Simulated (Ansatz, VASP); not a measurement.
**Mg3Zr in VASP and in Ansatz**

The input INCAR:

```
PREC     = Accurate       # precision mode
ENCUT    = 520            # plane-wave cutoff, eV
EDIFF    = 1E-7           # SCF threshold, eV
ISMEAR   = 0              # smearing method
SIGMA    = 0.1            # smearing width, eV
LREAL    = False          # projectors in reciprocal space
LASPH    = True           # aspherical terms in the spheres
NELM     = 100            # most SCF steps
ALGO     = Normal         # electronic algorithm
ISIF     = 2              # what is computed and relaxed
LWAVE    = False          # write WAVECAR
LCHARG   = False          # write CHGCAR
NBANDS   = 17             # bands
```

KPOINTS

```
Automatic mesh
0
Gamma
  5 5 5
```

Contents of POSCAR:

```
Mg3Zr
1.0
    4.4422050000      0.0000000000      0.0000000000
    0.0000000000      4.4422050000      0.0000000000
    0.0000000000      0.0000000000      4.4422050000
Mg Zr
3 1
Direct
    0.5000000000      0.5000000000      0.0000000000
    0.5000000000      0.0000000000      0.5000000000
    0.0000000000      0.5000000000      0.5000000000
    0.0000000000      0.0000000000      0.0000000000
```

Input for Ansatz:

```yaml
crystal:
  lattice:
    - [4.442205, 0.0, 0.0]
    - [0.0, 4.442205, 0.0]
    - [0.0, 0.0, 4.442205]
  atoms:
    - { symbol: Mg, position: [0.5, 0.5, 0.0] }
    - { symbol: Mg, position: [0.5, 0.0, 0.5] }
    - { symbol: Mg, position: [0.0, 0.5, 0.5] }
    - { symbol: Zr, position: [0.0, 0.0, 0.0] }
basis:
  ecutwfc: 550.0
kpoints:
  mp_grid:
    grid: [5, 5, 5]
hamiltonian:
  xc: lda
scf:
  occupations:
    method: gaussian
output:
  stress: true
```

The cell comes from a database or a generator and needn't be the stable form of this composition.

Alike in both runs: task single point; functional LDA; k mesh 5 × 5 × 5; no spin polarisation.

```csv
,VASP,Ansatz
version,VASP 6.6.1,Ansatz 0.2.0
potentials or method,"VASP PAW LDA potentials, release 64 (Mg, Zr_sv)","plane waves, PAW"
plane-wave cutoff (eV),520,550
occupations,"gaussian, width 0.1 eV",gaussian
valence electrons in the cell,18,42
```

|  | VASP | Ansatz | Ansatz less VASP |
| --- | --- | --- | --- |
| pressure (GPa) | -3.1 | -2.9 | +0.28 |

The two sets of potentials don't hold the same shells in valence.
